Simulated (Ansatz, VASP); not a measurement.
## Cross-check of H6C2SO between VASP and Ansatz

Wanted: the spread between two codes on one cell, functional and k mesh. The cell is taken from a series of runs on this material, whose earlier steps may have relaxed, scaled, displaced or heated it; both programs get it as it stands.

Main program and level: Ansatz 0.2.0; plane waves, with VASP 6.6.1 beside it; r2SCAN.

## Step 1: Starting point

It takes space group P2_1/c (No. 14, monoclinic). Conventional cell: a = 5.239 Å, b = 6.758 Å, c = 11.270 Å, α = 90.00°, β = 94.81°, γ = 90.00°. S has 1 O at 1.50 Å and 2 C at 1.79 to 1.84 Å nearest. Nearest to O lie 1 S at 1.50 Å. C has 3 H at 1.07 to 1.09 Å and 1 S at 1.79 Å nearest. Nearest to C lie 3 H at 1.08 Å and 1 S at 1.84 Å. Nearest to H lie 1 C at 1.07 Å. Nearest to H lie 1 C at 1.09 Å. Farther neighbours and most contacts between anions are not listed.

## Step 2: Ansatz: single point, r2SCAN

Ansatz runs on its default PAW (the set named soft_2) files.

A single point takes one fixed geometry, so differences don't come from the geometry; what else differs is listed under the comparison.

input.yaml reads:

```yaml
crystal:
  lattice:
    - [5.239, 0.0, 0.0]
    - [0.0, 6.7581, 0.0]
    - [-0.9440546287, 0.0, 11.2299886473]
  atoms:
    - { symbol: S, position: [0.1799, 0.3466, 0.6936] }
    - { symbol: S, position: [0.8201, 0.8466, 0.8064] }
    - { symbol: S, position: [0.8201, 0.6534, 0.3064] }
    - { symbol: S, position: [0.1799, 0.1534, 0.1936] }
    - { symbol: O, position: [0.8964, 0.3669, 0.66757] }
    - { symbol: O, position: [0.1036, 0.8669, 0.83243] }
    - { symbol: O, position: [0.1036, 0.6331, 0.33243] }
    - { symbol: O, position: [0.8964, 0.1331, 0.16757] }
    - { symbol: C, position: [0.2937, 0.17095, 0.59175] }
    - { symbol: C, position: [0.7063, 0.67095, 0.90825] }
    - { symbol: C, position: [0.7063, 0.82905, 0.40825] }
    - { symbol: C, position: [0.2937, 0.32905, 0.09175] }
    - { symbol: C, position: [0.3174, 0.56637, 0.62695] }
    - { symbol: C, position: [0.6826, 0.06637, 0.87305] }
    - { symbol: C, position: [0.6826, 0.43363, 0.37305] }
    - { symbol: C, position: [0.3174, 0.93363, 0.12695] }
    - { symbol: H, position: [0.4992, 0.17417, 0.59989] }
    - { symbol: H, position: [0.5008, 0.67417, 0.90011] }
    - { symbol: H, position: [0.5008, 0.82583, 0.40011] }
    - { symbol: H, position: [0.4992, 0.32583, 0.09989] }
    - { symbol: H, position: [0.2175, 0.03024, 0.62154] }
    - { symbol: H, position: [0.7825, 0.53024, 0.87846] }
    - { symbol: H, position: [0.7825, 0.96976, 0.37846] }
    - { symbol: H, position: [0.2175, 0.46976, 0.12154] }
    - { symbol: H, position: [0.2133, 0.20745, 0.50228] }
    - { symbol: H, position: [0.7867, 0.70745, 0.99772] }
    - { symbol: H, position: [0.7867, 0.79255, 0.49772] }
    - { symbol: H, position: [0.2133, 0.29255, 0.00228] }
    - { symbol: H, position: [0.5219, 0.54672, 0.63624] }
    - { symbol: H, position: [0.4781, 0.04672, 0.86376] }
    - { symbol: H, position: [0.4781, 0.45328, 0.36376] }
    - { symbol: H, position: [0.5219, 0.95328, 0.13624] }
    - { symbol: H, position: [0.2558, 0.68948, 0.67796] }
    - { symbol: H, position: [0.7442, 0.18948, 0.82204] }
    - { symbol: H, position: [0.7442, 0.31052, 0.32204] }
    - { symbol: H, position: [0.2558, 0.81052, 0.17796] }
    - { symbol: H, position: [0.2376, 0.57372, 0.53554] }
    - { symbol: H, position: [0.7624, 0.07372, 0.96446] }
    - { symbol: H, position: [0.7624, 0.42628, 0.46446] }
    - { symbol: H, position: [0.2376, 0.92628, 0.03554] }
kpoints:
  mp_grid: { grid: [4, 4, 2] }
  band_path:
    path:
      - [0.0, 0.0, 0.0]
      - [0.0, 0.5, 0.0]
      - [0.0, 0.5, 0.5]
      - [0.0, 0.0, 0.5]
      - [0.0, 0.0, 0.0]
      - [-0.5, 0.0, 0.5]
      - [-0.5, 0.5, 0.5]
      - [0.0, 0.5, 0.0]
      - [-0.5, 0.5, 0.0]
      - [-0.5, 0.0, 0.0]
    npoints: 6
scf:
  occupations: { method: fermi_dirac, width: 0.02 }
  n_extra_bands: 40
hamiltonian:
  xc: r2scan
  pseudopotentials: { kind: paw }
output:
  forces: true
  stress: true
  dos:
    projected:
      site_lists:
        S: [0, 1, 2, 3]
        O: [4, 5, 6, 7]
        C: [8, 9, 10, 11, 12, 13, 14, 15]
        H: [16, 17, 18, 19, 20, 21, 22, 23, 24, 25, 26, 27, 28, 29, 30, 31, 32, 33, 34, 35, 36, 37, 38, 39]
    de: 0.05
    e_range: [-28, 12]
    nscf_kmesh: { grid: [8, 6, 4] }
  fatbands: true
  write_density: true
  write_potential: true
  elf: true
  volumetric_format: npy
```

Command:

```console
ansatz run input.yaml --threads 4 --pin off --max-ram 12288MiB --backend cpu --events-out ev --progress --plain --runs-dir out
```

Numbers of over 12 decimals in the logs are rounded to 6 here.

The log of the run:

```text
scf.n_extra_bands = 40 over 52 filled bands (N_el = 104.0): the run solves 92 bands
Engine: ansatz 0.2.0, x86_64-unknown-linux-gnu
Pseudopotentials: kind: paw
Pseudopotential: S, paw, valence charge 6, recommended cutoff 500 eV (meta_gga), S.paw.azcp
Pseudopotential: O, paw, valence charge 6, recommended cutoff 500 eV (meta_gga), O.paw.azcp
Pseudopotential: C, paw, valence charge 4, recommended cutoff 500 eV (meta_gga), C.paw.azcp
Pseudopotential: H, paw, valence charge 1, recommended cutoff 500 eV (meta_gga), H.paw.azcp
Functional definition: r2SCAN
  parameter k0 = 0.174
  parameter k1 = 0.065
  parameter a1 = 4.9479
  exchange = r2scan_x(k0 = k0, k1 = k1, a1 = a1)
  correlation = r2scan_c
Crystal: 40 atoms, lattice volume = 397.605 Å³
Basis set: ecut = 500 eV, 10123 PW (Γ), exchange–correlation on 160×200×360 points (64 copies of the dense FFT grid, shifted against one another)
Bands: 92, of which v1, the nominal top of the filled ones, is band 52 counted from 1 (51 counted from 0)
Symmetry: 4 space group operations
Space group: P21/c (ITA 14), of the structure as read, at distance tolerance 7.4e-5 Å
k-points: 18 of 32
Non-local potential: S, projectors of the file, l = 0: 2, l = 1: 2, l = 2: 2
Non-local potential: O, projectors of the file, l = 0: 2, l = 1: 2, l = 2: 1
Non-local potential: C, projectors of the file, l = 0: 2, l = 1: 2, l = 2: 1
Non-local potential: H, projectors of the file, l = 0: 2, l = 1: 1
PAW form: soft (Blöchl's): semilocal exchange-correlation on the pseudo side does not see the compensation charge
PAW frozen core: S, regenerated for the run's functional (the file was generated under x = pbe(κ = 0.804, μ = 0.219515), c = pbe(β = 0.066725))
PAW frozen core: O, regenerated for the run's functional (the file was generated under x = pbe(κ = 0.804, μ = 0.219515), c = pbe(β = 0.066725))
PAW frozen core: C, regenerated for the run's functional (the file was generated under x = pbe(κ = 0.804, μ = 0.219515), c = pbe(β = 0.066725))
PAW one-centre angular grid: S, 302 points (default); XC on 160 Gauss nodes
PAW one-centre angular grid: O, 302 points (default); XC on 160 Gauss nodes
PAW one-centre angular grid: C, 302 points (default); XC on 239 of its mesh's 2573 points in the sphere
PAW one-centre angular grid: H, 302 points (default); XC on 160 Gauss nodes
Initial density: superposition of atomic densities (neutral atoms: chi_scale 0, normalization atom), corrected by the library's trained network
Initial wavefunctions: pseudopotential atomic-orbital guess
Functional: x = r2scan, c = r2scan; τ floored in thin density (d = 2e-4 eV/Å³)
SCF iter   1: F=—  HF=-8295.253499 eV  |F-HF|=—  |Δ(HF+E_count)|=         —  Δρ=9.98e-3  dr2=4.71e-1  dr2_τ=2.48e0  ethr=1.77e-3  ⟨swp⟩=7.0  Hψ=8022  notcnv=0  defer=327
preconditioner: auto → Resta (q_TF=auto, 2.182 Å⁻¹)  ε∞=2.5  [insulator: Δε(μ)=4.796 eV  Ē_g=14.785 eV  σ=0.020 eV  W_gap=1.00  n_scr=64 (ndim 8)  ℏωp=18.2 eV  f_vac=0.100  D(μ)=0.00/eV (n_scr^D=0)  ε∞_Penn≈2.5]
SCF iter   2: F=—  HF=-8294.543400 eV  |F-HF|=—  |Δ(HF+E_count)|=   7.10e-1  Δρ=5.33e-3  dr2=5.24e-2  dr2_τ=1.69e-2  ethr=4.53e-4  ⟨swp⟩=3.0  Hψ=3086  notcnv=0  defer=593
SCF iter   3: F=—  HF=-8294.533057 eV  |F-HF|=—  |Δ(HF+E_count)|=   1.03e-2  Δρ=2.19e-3  dr2=1.42e-2  dr2_τ=8.99e-4  ethr=5.04e-5  ⟨swp⟩=2.3  Hψ=2112  notcnv=0  defer=593
SCF iter   4: F=—  HF=-8294.531516 eV  |F-HF|=—  |Δ(HF+E_count)|=   1.54e-3  Δρ=5.31e-4  dr2=8.68e-4  dr2_τ=1.55e-4  ethr=1.37e-5  ⟨swp⟩=2.9  Hψ=2098  notcnv=0  defer=593
SCF iter   5: F=—  HF=-8294.531674 eV  |F-HF|=—  |Δ(HF+E_count)|=   1.58e-4  Δρ=1.28e-4  dr2=6.83e-5  dr2_τ=3.78e-6  ethr=8.34e-7  ⟨swp⟩=2.6  Hψ=1875  notcnv=0  defer=593
SCF iter   6: F=—  HF=-8294.531457 eV  |F-HF|=—  |Δ(HF+E_count)|=   2.17e-4  Δρ=4.04e-5  dr2=8.40e-6  dr2_τ=8.47e-7  ethr=6.57e-8  ⟨swp⟩=2.0  Hψ=2060  notcnv=0  defer=593
SCF iter   7: F=—  HF=-8294.531459 eV  |F-HF|=—  |Δ(HF+E_count)|=   2.06e-6  Δρ=1.04e-5  dr2=5.43e-7  dr2_τ=6.71e-8  ethr=8.08e-9  ⟨swp⟩=2.0  Hψ=1959  notcnv=0  defer=593
SCF iter   8: F=-8294.531459 eV  HF=-8294.531459 eV  |F-HF|=1.63e-8  |Δ(HF+E_count)|=   2.63e-7  Δρ=2.96e-6  dr2=3.75e-8  dr2_τ=3.43e-9  ethr=9.62e-11  ⟨swp⟩=19.2  Hψ=14773  notcnv=0
SCF 1 converged in 8 iterations: F = -8294.531459 eV  dr2 = 3.75e-8
  greatest PAW one-centre occupation: 0.880 electrons in one spin orbital (limit 2), on the O atom at site 7 (counted from 0), in its partial waves of l = 0
NSCF: frozen V_eff on 55 k-points
NSCF: frozen V_eff on 72 k-points
SCF converged after 8 iterations
Free energy (F): -8294.531459 eV
Harris-Foulkes:  -8294.531459 eV  (|F-HF|=1.63e-8)
Internal energy: -8294.531459 eV  (E = F + TS)
E sigma→0 (E₀):  -8294.531459 eV
Fermi energy:    2.751906 eV
--- Per-component energies (eV) ---
  E_band       = -732.545739
  E_kinetic    = 2211.137171
  E_local      = -5540.959580  (includes V_loc(G=0)·N_el)
  E_nonlocal   = 559.260350
  E_hartree    = 1913.129993
  E_xc         = -1258.646501
  E_vxc        = -1641.807989  (∫ρ·V_xc dr)
  E_paw        = -3900.370943  (= ΣΔE_a)
  E_vpaw       = -242.811823  (= ΣTr[D̂ρ^β])
  E_aug_tail   = -0.007678  (compensation charges beyond the density's cutoff)
  E_vtau       = 96.387230  (kinetic-family band-sum trace: ∫τ·v_τ [+ j·A + Jᵃ·Aᵃ] dr)
  E_ewald      = -2277.309250
  E_core_change = -0.765021  (= ΣΔE_core)
  E_smearing   = -0.000000  (= −TS)
  E_closure    = 0.000000  (closes the sum)
  Σ components = -8294.531459   (vs F -8294.531459, Δ=0.00e0)
--- Forces (eV/Å), atoms counted from 1 ---
  atom   1  S      0.81863472     1.04774090    -0.02112930
  atom   2  S     -0.81863472     1.04774090     0.02112930
  atom   3  S     -0.81863472    -1.04774090     0.02112930
  atom   4  S      0.81863472    -1.04774090    -0.02112930
  atom   5  O     -0.54311939    -0.16876835    -0.13130047
  atom   6  O      0.54311939    -0.16876835     0.13130047
  atom   7  O      0.54311939     0.16876835     0.13130047
  atom   8  O     -0.54311939     0.16876835    -0.13130047
  atom   9  C     -1.00769042    -0.33388200     0.12667491
  atom  10  C      1.00769042    -0.33388200    -0.12667491
  atom  11  C      1.00769042     0.33388200    -0.12667491
  atom  12  C     -1.00769042     0.33388200     0.12667491
  atom  13  C     -0.59587798    -0.95266018     0.47052608
  atom  14  C      0.59587798    -0.95266018    -0.47052608
  atom  15  C      0.59587798     0.95266018    -0.47052608
  atom  16  C     -0.59587798     0.95266018     0.47052608
  atom  17  H      0.56816279    -0.04381751     0.05007274
  atom  18  H     -0.56816279    -0.04381751    -0.05007274
  atom  19  H     -0.56816279     0.04381751    -0.05007274
  atom  20  H      0.56816279     0.04381751     0.05007274
  atom  21  H      0.27574513    -0.00365366    -0.21218128
  atom  22  H     -0.27574513    -0.00365366     0.21218128
  atom  23  H     -0.27574513     0.00365366     0.21218128
  atom  24  H      0.27574513     0.00365366    -0.21218128
[...]
atom  33  H     -0.02305882     0.35622379     0.26810335
  atom  34  H      0.02305882     0.35622379    -0.26810335
  atom  35  H      0.02305882    -0.35622379    -0.26810335
  atom  36  H     -0.02305882    -0.35622379     0.26810335
  atom  37  H      0.01098431     0.02008241    -0.37979028
  atom  38  H     -0.01098431     0.02008241     0.37979028
  atom  39  H     -0.01098431    -0.02008241     0.37979028
  atom  40  H      0.01098431    -0.02008241    -0.37979028
  max |Σ_I F_I| component: 1.67e-16 eV/Å
--- Stress (GPa, compression-positive) ---
        2.751196       0.000000       0.854717
        0.000000       0.284128      -0.000000
        0.854714      -0.000000       1.080994
  P = ⅓ Tr σ = 1.3721 GPa (13.721 kbar)
--- Band table (eV; the first three rows and the last of 18) ---
  k-point 0: bands = [... 48 lower, -0.2804, 0.0485, 0.3251, 0.3871, 5.0760, 5.6593, 5.6781, 6.0130, ... 36 higher]
  k-point 1: bands = [... 48 lower, -0.1392, -0.1392, 0.3735, 0.3735, 5.3081, 5.3081, 6.0610, 6.0610, ... 36 higher]
  k-point 2: bands = [... 48 lower, -0.2006, 0.0249, 0.3283, 0.3740, 5.2819, 5.5644, 5.5655, 6.0988, ... 36 higher]
  k-point 17: bands = [... 48 lower, -0.0145, -0.0145, 0.3079, 0.3079, 5.6903, 5.6903, 5.9155, 5.9155, ... 36 higher]
```

## Step 3: VASP: single point, r2SCAN

The same cell, functional, mesh and smearing now go to VASP, with its own data sets.

Lines of VASP's logs that name or quote its potential files are left out, and so is its time.

INCAR reads:

```
SYSTEM = H6C2SO
PREC = Accurate
ENCUT = 660
EDIFF = 1E-06
NELM = 120
ISMEAR = -1
SIGMA = 0.02
LREAL = Auto
ALGO = Normal
METAGGA = R2SCAN
LASPH = .TRUE.
NBANDS = 80
LORBIT = 11
LWAVE = .FALSE.
LCHARG = .FALSE.
ISIF = 2
GGA_COMPAT = .FALSE.
EFERMI = MIDGAP
LMIXTAU = .TRUE.
KPAR = 4
```

POSCAR reads:

```
H6C2SO
1.0
    5.2390000000      0.0000000000      0.0000000000
    0.0000000000      6.7581000000      0.0000000000
   -0.9440546287      0.0000000000     11.2299886473
S O C H
4 4 8 24
Direct
    0.1799000000      0.3466000000      0.6936000000
    0.8201000000      0.8466000000      0.8064000000
    0.8201000000      0.6534000000      0.3064000000
    0.1799000000      0.1534000000      0.1936000000
    0.8964000000      0.3669000000      0.6675700000
    0.1036000000      0.8669000000      0.8324300000
    0.1036000000      0.6331000000      0.3324300000
    0.8964000000      0.1331000000      0.1675700000
    0.2937000000      0.1709500000      0.5917500000
    0.7063000000      0.6709500000      0.9082500000
    0.7063000000      0.8290500000      0.4082500000
    0.2937000000      0.3290500000      0.0917500000
    0.3174000000      0.5663700000      0.6269500000
    0.6826000000      0.0663700000      0.8730500000
    0.6826000000      0.4336300000      0.3730500000
    0.3174000000      0.9336300000      0.1269500000
    0.4992000000      0.1741700000      0.5998900000
    0.5008000000      0.6741700000      0.9001100000
    0.5008000000      0.8258300000      0.4001100000
    0.4992000000      0.3258300000      0.0998900000
    0.2175000000      0.0302400000      0.6215400000
    0.7825000000      0.5302400000      0.8784600000
    0.7825000000      0.9697600000      0.3784600000
    0.2175000000      0.4697600000      0.1215400000
    0.2133000000      0.2074500000      0.5022800000
    0.7867000000      0.7074500000      0.9977200000
    0.7867000000      0.7925500000      0.4977200000
    0.2133000000      0.2925500000      0.0022800000
    0.5219000000      0.5467200000      0.6362400000
    0.4781000000      0.0467200000      0.8637600000
    0.4781000000      0.4532800000      0.3637600000
    0.5219000000      0.9532800000      0.1362400000
    0.2558000000      0.6894800000      0.6779600000
    0.7442000000      0.1894800000      0.8220400000
    0.7442000000      0.3105200000      0.3220400000
    0.2558000000      0.8105200000      0.1779600000
    0.2376000000      0.5737200000      0.5355400000
    0.7624000000      0.0737200000      0.9644600000
    0.7624000000      0.4262800000      0.4644600000
    0.2376000000      0.9262800000      0.0355400000
```

KPOINTS reads:

```
Automatic mesh
0
Gamma
4 4 2
0 0 0
```

PAW data sets: S, O, C and H (PBE family, release 64).

Command:

```console
mpirun -np 4 vasp_std
```

The log of the run:

```text
[banner, memory and clock lines left out]
running    4 mpi-ranks, on    1 nodes
[...]
|                                                                             |
|               ----> ADVICE to this user running VASP <----                  |
|                                                                             |
|     You enforced a specific xc type in the INCAR file but a different       |
|     [... a line on the potential file left out ...]
|     I HOPE YOU KNOW WHAT YOU ARE DOING!                                     |
|                                                                             |

 LDA part: xc-table for (None), standard interpolation
 POSCAR, INCAR and KPOINTS ok, starting setup
[...]
entering main loop
       N       E                     dE             d eps       ncg     rms          rms(c)
DAV:   1     0.523359711677E+03    0.52336E+03   -0.53981E+04  2880   0.139E+03
DAV:   2    -0.210494439774E+03   -0.73385E+03   -0.70462E+03  3656   0.264E+02
DAV:   3    -0.276425203462E+03   -0.65931E+02   -0.65411E+02  3624   0.800E+01
DAV:   4    -0.277685963231E+03   -0.12608E+01   -0.12571E+01  3720   0.122E+01
[...]
DAV:  21    -0.229917357615E+03   -0.57439E-05   -0.30502E-06  2624   0.829E-03    0.253E-03
DAV:  22    -0.229917359496E+03   -0.18815E-05   -0.23851E-06  2496   0.984E-03    0.118E-03
DAV:  23    -0.229917360360E+03   -0.86367E-06   -0.83886E-07  2296   0.503E-03
   1 F= -.22991736E+03 E0= -.22991736E+03  d E =0.000000E+00
```

OUTCAR, selected parts (step 3):

```text
  Total        6.0357872      0.1243528      2.3639909      0.0000000      0.0000000      2.2178379
  in kB       24.3216019      0.5010877      9.5258568      0.0000000      0.0000000      8.9369238
  external PRESSURE =      11.4495155 kB  Pullay stress =       0.0000000 kB

 POSITION                                       TOTAL-FORCE (eV/Angst)
 -----------------------------------------------------------------------------------
      0.28770      2.34236      7.78912         0.734106      1.060321     -0.106372
      3.53522      5.72141      9.05586        -0.734106      1.060321      0.106372
      4.00725      4.41574      3.44087        -0.734106     -1.060321      0.106372
      0.75973      1.03669      2.17413         0.734106     -1.060321     -0.106372
      4.06602      2.47955      7.49680        -0.426366     -0.180303     -0.106374
     -0.24310      5.85860      9.34818         0.426366     -0.180303      0.106374
      0.22893      4.27855      3.73319         0.426366      0.180303      0.106374
      4.53804      0.89950      1.88181        -0.426366      0.180303     -0.106374
      0.98005      1.15530      6.64535        -1.040860     -0.271561      0.188401
      2.84287      4.53435     10.19964         1.040860     -0.271561     -0.188401
      3.31490      5.60280      4.58464         1.040860      0.271561     -0.188401
      1.45208      2.22375      1.03035        -1.040860      0.271561      0.188401
      1.07098      3.82759      7.04064        -0.624616     -1.015379      0.500849
      2.75193      0.44854      9.80434         0.624616     -1.015379     -0.500849
[...]
-----------------------------------------------------------------------------------
    total drift:                                0.000000      0.000000     -0.000000

  FREE ENERGIE OF THE ION-ELECTRON SYSTEM (eV)
  ---------------------------------------------------
  free  energy   TOTEN  =      -229.9173603599 eV

  energy  without entropy=     -229.9173603599  energy(sigma->0) =     -229.91736036

[... 3 further parts left out ...]
[key lines of the parts left out:]
E-fermi :   1.6936
```

The run ends at a pressure of 1.14 GPa, with forces up to 1.3 eV/Å.

## Step 4: Comparison

Known differences besides the potentials themselves: VASP keeps PBE cores, Ansatz makes them for the functional; the cutoff is 500 eV in Ansatz and 660 eV in VASP (PREC = Accurate, projectors in real space). Total energies have different zeros and are not compared.

Both answers:

| quantity | Ansatz | VASP | difference |
| --- | --- | --- | --- |
| pressure (GPa) | 1.37 | 1.14 | +0.23 |
| gap on the k mesh (eV) | 4.689 | 4.706 | -0.017 |

Forces on 7 of the 40 atoms, those with the largest forces and the largest differences (eV/Å; atoms numbered as in POSCAR):

| atom | Ansatz x, y, z | VASP x, y, z |
| --- | --- | --- |
| S1 | 0.819, 1.048, -0.021 | 0.734, 1.060, -0.106 |
| S2 | -0.819, 1.048, 0.021 | -0.734, 1.060, 0.106 |
| S3 | -0.819, -1.048, 0.021 | -0.734, -1.060, 0.106 |
| S4 | 0.819, -1.048, -0.021 | 0.734, -1.060, -0.106 |
| C13 | -0.596, -0.953, 0.471 | -0.625, -1.015, 0.501 |
| C14 | 0.596, -0.953, -0.471 | 0.625, -1.015, -0.501 |
| C15 | 0.596, 0.953, -0.471 | 0.625, 1.015, -0.501 |

The forces differ by 46 meV/Å r.m.s., which is 10.3 % of the r.m.s. force of 0.448 eV/Å (both taken over all components). A gap on the mesh is an upper bound, since the band edges may lie between its points.

## Step 5: Outcome

```
r.m.s. force difference (single point, r2SCAN) : 10 % of the r.m.s. force
```

What this shows: The r.m.s. force difference is 10 % of the r.m.s. force (single point, r2SCAN), beyond the 3 % picked in this series as the mark of a large difference. What causes the difference of the single point, r2SCAN pair stays open here. How closely two codes agree says nothing of how well the functional describes the real material.

[Lines on the potential files, build, host, timing and source positions are cut from VASP's logs without a mark.]

[Logs are printed without paths, hosts, clocks, repeated set-up lines and the standing remarks that a program may print on its own settings, such as how far it seeks lower states.]

[Hosts, paths, dates, database ids (printed as entryN), source tags and the programs' standing remarks are cut or masked in the printed files.]
